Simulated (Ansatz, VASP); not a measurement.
# Cross-check of TiC (Khamrabaevite) between VASP and Ansatz, part 2 of 2

Aim: how closely do two programs agree when they are given the same cell, functional and k mesh? The cell is taken from a series of runs on this material, whose earlier steps may have relaxed, scaled, displaced or heated it; both programs get it as it stands.

VASP 6.6.1 and Ansatz 0.2.0.

So far: The structure; VASP: relaxation of cell and atoms, r2SCAN with rVV10.

## 3. Ansatz: relaxation of cell and atoms, r2SCAN with rVV10

Level of this step: Ansatz beside VASP: Kohn-Sham DFT, plane waves, r2SCAN with rVV10 (Ansatz).

Ansatz runs on its default PAW (the set named soft_2) files.

The same cell, functional, mesh and smearing now go to Ansatz, which takes its cutoff from its data sets.

input.yaml

```yaml
crystal:
  lattice:
    - [0.0, 2.164, 2.164]
    - [2.164, 0.0, 2.164]
    - [2.164, 2.164, 0.0]
  atoms:
    - { symbol: Ti, position: [0.0, 0.0, 0.0] }
    - { symbol: C, position: [0.5, 0.5, 0.5] }
kpoints:
  mp_grid: { grid: [13, 13, 13] }
scf:
  occupations: { method: fermi_dirac, width: 0.05 }
hamiltonian:
  xc: r2scan
  pseudopotentials: { kind: paw }
  dispersion: rvv10
relax:
  f_tol: 0.01
  max_steps: 60
  cell: { stress_tol: 0.02 }
output:
  forces: true
  stress: true
```

The run is started by

```console
$ ansatz run input.yaml --threads 4 --pin off --max-ram 8192MiB --backend cpu --events-out ev --progress --plain --runs-dir out
```

Numbers of over 12 decimals in the logs are rounded to 6 here.

The program printed:

```text
Engine: ansatz 0.2.0, aarch64-unknown-linux-gnu
Pseudopotentials: kind: paw
Pseudopotential: Ti, paw, valence charge 12, recommended cutoff 500 eV (meta_gga), Ti.paw.azcp
Pseudopotential: C, paw, valence charge 4, recommended cutoff 500 eV (meta_gga), C.paw.azcp
Functional definition: r2SCAN+rVV10
  parameter k0 = 0.174
  parameter k1 = 0.065
  parameter a1 = 4.9479
  exchange = r2scan_x(k0 = k0, k1 = k1, a1 = a1)
  correlation = r2scan_c + rvv10(11.95, 0.0093)
Crystal: 2 atoms, lattice volume = 20.268 Å³
Basis set: ecut = 500 eV, 531 PW (Γ), exchange–correlation on 100×100×100 points (64 copies of the dense FFT grid, shifted against one another)
Bands: 12, of which v1, the nominal top of the filled ones, is band 8 counted from 1 (7 counted from 0)
Symmetry: 48 space group operations
Space group: Fm-3m (ITA 225), of the structure as read, at distance tolerance 2.7e-5 Å
k-points: 84 of 2197
Non-local potential: Ti, projectors of the file, l = 0: 3, l = 1: 2, l = 2: 3, l = 3: 1
Non-local potential: C, projectors of the file, l = 0: 2, l = 1: 2, l = 2: 1
PAW form: soft (Blöchl's): semilocal exchange-correlation on the pseudo side does not see the compensation charge
rVV10 density: all electrons in the spheres
PAW frozen core: Ti, regenerated for the run's functional (the file was generated under x = pbe(κ = 0.804, μ = 0.219515), c = pbe(β = 0.066725))
PAW frozen core: C, regenerated for the run's functional (the file was generated under x = pbe(κ = 0.804, μ = 0.219515), c = pbe(β = 0.066725))
PAW one-centre angular grid: Ti, 590 points (default); XC on 160 Gauss nodes
PAW one-centre angular grid: C, 302 points (default); XC on 239 of its mesh's 2573 points in the sphere
Initial density: superposition of atomic densities (neutral atoms: chi_scale 0, normalization atom), corrected by the library's trained network
Initial wavefunctions: pseudopotential atomic-orbital guess
Functional: x = r2scan, c = r2scan + rvv10(b = 11.95, C = 0.0093); τ floored in thin density (d = 2e-4 eV/Å³)
SCF iter   1: F=—  HF=-2757.132645 eV  |F-HF|=—  |Δ(HF+E_count)|=         —  Δρ=1.88e-2  dr2=7.50e-2  dr2_τ=1.37e-1  ethr=1.77e-3  ⟨swp⟩=4.5  Hψ=4891  notcnv=0
preconditioner: auto → none  [insulator: Δε(μ)=0.201 eV  Ē_g=8.609 eV  σ=0.050 eV  W_gap=0.65  n_scr=8 (ndim 8)  ℏωp=23.3 eV  f_vac=0.000  D(μ)=0.24/eV (n_scr^D=0)  ε∞_Penn≈8.3]
SCF iter   2: F=—  HF=-2757.199900 eV  |F-HF|=—  |Δ(HF+E_count)|=   6.73e-2  Δρ=1.91e-2  dr2=8.18e-2  dr2_τ=9.01e-3  ethr=4.69e-4  ⟨swp⟩=2.3  Hψ=2452  notcnv=0
SCF iter   3: F=—  HF=-2757.184523 eV  |F-HF|=—  |Δ(HF+E_count)|=   1.54e-2  Δρ=4.85e-3  dr2=2.42e-3  dr2_τ=1.83e-4  ethr=4.69e-4  ⟨swp⟩=2.2  Hψ=1626  notcnv=0
SCF iter   4: F=—  HF=-2757.185565 eV  |F-HF|=—  |Δ(HF+E_count)|=   1.04e-3  Δρ=1.84e-3  dr2=7.21e-4  dr2_τ=1.03e-4  ethr=1.51e-5  ⟨swp⟩=2.0  Hψ=1629  notcnv=0
SCF iter   5: F=—  HF=-2757.185446 eV  |F-HF|=—  |Δ(HF+E_count)|=   1.19e-4  Δρ=7.22e-4  dr2=1.41e-4  dr2_τ=4.40e-6  ethr=4.51e-6  ⟨swp⟩=1.8  Hψ=1145  notcnv=0
SCF iter   6: F=—  HF=-2757.185425 eV  |F-HF|=—  |Δ(HF+E_count)|=   2.11e-5  Δρ=1.27e-4  dr2=4.14e-6  dr2_τ=1.07e-7  ethr=8.84e-7  ⟨swp⟩=2.1  Hψ=1237  notcnv=0
SCF iter   7: F=—  HF=-2757.185427 eV  |F-HF|=—  |Δ(HF+E_count)|=   1.48e-6  Δρ=1.60e-5  dr2=5.99e-8  dr2_τ=1.77e-9  ethr=6.25e-10  ⟨swp⟩=3.3  Hψ=3886  notcnv=0
SCF iter   8: F=-2757.185427 eV  HF=-2757.185427 eV  |F-HF|=5.78e-11  |Δ(HF+E_count)|=   5.89e-9  Δρ=1.16e-6  dr2=2.43e-10  dr2_τ=3.41e-11  ethr=3.74e-10  ⟨swp⟩=2.4  Hψ=3318  notcnv=0
SCF 1 converged in 8 iterations: F = -2757.185427 eV  dr2 = 2.43e-10
  greatest PAW one-centre occupation: 1.001 electrons in one spin orbital (limit 2), on the Ti atom at site 0 (counted from 0), in its partial waves of l = 1
relax step   1: F+E_penalty+E_count = -2757.18542657 eV  Δ(F+E_penalty+E_count) = +0.000e0 eV  max|allowed force component| = 1.223e-29 eV/Å  Δτ_max = 0.0000 Å  P = -1.307 GPa  Ω = 20.268 Å³  (8 SCF iters, dr2 threshold 1.00e-7 eV, accepted)
[...]
relax step   2: F+E_penalty+E_count = -2757.18587984 eV  Δ(F+E_penalty+E_count) = -4.533e-4 eV  max|allowed force component| = 1.052e-30 eV/Å  Δτ_max = 0.0000 Å  P = -0.110 GPa  Ω = 20.176 Å³  energy of the carried Pulay correction = +4.583e-5 eV  (6 SCF iters, dr2 threshold 2.00e-7 eV, accepted)
[...]
relax step   3: F+E_penalty+E_count = -2757.18588688 eV  Δ(F+E_penalty+E_count) = -7.045e-6 eV  max|allowed force component| = 1.512e-30 eV/Å  Δτ_max = 0.0000 Å  P = +0.001 GPa  Ω = 20.167 Å³  energy of the carried Pulay correction = +5.002e-5 eV  (5 SCF iters, dr2 threshold 3.01e-8 eV, accepted)
[...]
relax step   4: F+E_penalty+E_count = -2757.18583419 eV  Δ(F+E_penalty+E_count) = +5.270e-5 eV  max|allowed force component| = 1.085e-30 eV/Å  Δτ_max = 0.0000 Å  P = +0.001 GPa  Ω = 20.167 Å³  stress off target by 6.11e-4 GPa  SCF on the basis re-selected at this cell (its energy is not comparable with the rows above)  (6 SCF iters)
basis re-selected at this cell: Δ(F+E_penalty+E_count) = +5.270e-5 eV, ΔP = -0.000 GPa vs the last step (what re-selecting the basis moved, of the pressure what is left beyond the Pulay correction that the steps carried, after the strain that the cell walked since its last selection, with what the two solves' SCF thresholds leave and, on support functions, any second-order correction that the steps lacked; it is no m [...]
SCF converged after 6 iterations
Free energy (F): -2757.185834 eV
Harris-Foulkes:  -2757.185834 eV  (|F-HF|=4.55e-13)
Internal energy: -2757.183877 eV  (E = F + TS)
E sigma→0 (E₀):  -2757.184856 eV
Entropy (-TS):   -0.001957 eV (-0.979 meV/atom)
Fermi energy:    14.892547 eV
--- Per-component energies (eV) ---
  E_band       = -123.881936
  E_kinetic    = 363.185365
  E_local      = -767.906204  (includes V_loc(G=0)·N_el)
  E_nonlocal   = 30.779400
  E_hartree    = 311.364925
  E_xc         = -141.641861
  E_vxc        = -200.751949  (∫ρ·V_xc dr)
  E_paw        = -1156.010179  (= ΣΔE_a)
  E_vpaw       = -184.407568  (= ΣTr[D̂ρ^β])
  E_aug_tail   = 0.000052  (compensation charges beyond the density's cutoff)
  E_vtau       = 12.489103  (kinetic-family band-sum trace: ∫τ·v_τ [+ j·A + Jᵃ·Aᵃ] dr)
  E_ewald      = -1396.677144
  E_core_change = -0.278231  (= ΣΔE_core)
  E_smearing   = -0.001957  (= −TS)
  E_closure    = 0.000000  (closes the sum)
  Σ components = -2757.185834   (vs F -2757.185834, Δ=0.00e0)
--- Forces (eV/Å), atoms counted from 1 ---
  atom   1  Ti    -0.00000000     0.00000000     0.00000000
  atom   2  C      0.00000000    -0.00000000    -0.00000000
  max |Σ_I F_I| component: 1.35e-30 eV/Å
--- Stress (GPa, compression-positive) ---
        0.000611      -0.000000      -0.000000
       -0.000000       0.000611      -0.000000
        0.000000       0.000000       0.000611
  P = ⅓ Tr σ = 0.0006 GPa (0.006 kbar)
--- Relaxed structure (3 steps of the walk, 3 accepted, 1 SCFs on fresh bases) ---
  F+E_penalty+E_count = -2757.18583419 eV   max|allowed force component| = 1.085e-30 eV/Å   (the final SCF, on the basis selected at the relaxed cell)
  cell:  # Å, volume = 20.1673 Å³
    - [0, 2.160426, 2.160426]
    - [2.160426, 0, 2.160426]
    - [2.160426, 2.160426, 0]
  atoms:
    - { symbol: Ti, position: [0, 0, 0] }
    - { symbol: C, position: [0.5, 0.5, 0.5] }
```

## 4. Differences

Known differences besides the potentials themselves: VASP keeps PBE cores, Ansatz makes them for the functional; the cutoff is 500 eV in Ansatz and 660 eV in VASP; Ansatz adds a Pulay correction to the stress that steers its cell, VASP none; in our runs with r2SCAN, forces from VASP's data set Ti_sv part from Ansatz's all-electron ones, so neither program is the reference here. Total energies have different zeros and are not compared.

Compared:

```tsv
quantity	Ansatz	VASP	difference
volume (Å³)	20.17	20.23	-0.32 %
edge a after relaxation, in the typed setting (Å)	3.055	3.058	-0.10 %
```

## 5. Results

- difference in volume (relaxation of cell and atoms, r2SCAN with rVV10): -0.32 %

The difference in volume is -0.32 % (relaxation of cell and atoms, r2SCAN with rVV10), within the 1.2 % picked in this series as the mark of a large difference, as far as the stopping tolerances let one tell. 2 further runs of this series are not shown here. Such differences can come from data sets, numerical settings and the points named under the comparisons, not from the functional's error against experiment.

[Lines on the potential files, build, host, timing and source positions are cut from VASP's logs without a mark.]

[Logs are printed without paths, hosts, clocks, repeated set-up lines and the standing remarks that a program may print on its own settings, such as how far it seeks lower states.]

[Hosts, paths, dates, database ids (printed as entryN), source tags and the programs' standing remarks are cut or masked in the printed files.]
